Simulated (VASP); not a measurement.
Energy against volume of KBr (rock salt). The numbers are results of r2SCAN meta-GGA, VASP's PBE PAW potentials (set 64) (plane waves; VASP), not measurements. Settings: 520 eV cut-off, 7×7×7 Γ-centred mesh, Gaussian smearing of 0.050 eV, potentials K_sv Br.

| V (Å³/atom) | E (eV/atom) |
|---|---|
| 34.932 | -11.62222 |
| 36.012 | -11.62433 |
| 37.092 | -11.62315 |
| 38.173 | -11.61922 |

**Question.** Fit these four points and predict the energy of the run at 33.851 Å³/atom.

**Answer.** A cubic in V^(−2/3), the third-order Birch-Murnaghan form, passes through the four points with V0 = 36.13 Å³/atom and B0 = 16 GPa, and gives -11.6162 eV/atom there. The run gave -11.6162 eV/atom, -0.0 meV/atom from the fit; all five points give B0 = 16 GPa.

The compound is KBr in the rock salt structure. It was relaxed first.
